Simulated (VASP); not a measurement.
Energy against volume of MgB₂ (AlB2 type). Calculation: vdW-DF2, VASP's PBE PAW potentials (set 64) (plane waves; VASP). Numerical set-up: 520 eV cut-off, 11×11×9 Γ-centred mesh, first-order Methfessel-Paxton smearing of 0.10 eV, potentials Mg B.

Shape and ions are relaxed at each volume.

| V (Å³/atom) | E (eV/atom) |
|---|---|
| 9.386 | -3.73532 |
| 9.676 | -3.74000 |
| 9.967 | -3.73705 |
| 10.257 | -3.72751 |

**Question.** Fit these four points and predict the energy of the run at 9.096 Å³/atom.

**Answer.** A cubic in V^(−2/3), the third-order Birch-Murnaghan form, passes through the four points with V0 = 9.70 Å³/atom and B0 = 139 GPa, and gives -3.7218 eV/atom there. The run gave -3.7218 eV/atom, +0.0 meV/atom from the fit; all five points give B0 = 139 GPa.

The compound is MgB2 in the AlB2 type structure. It was relaxed first.
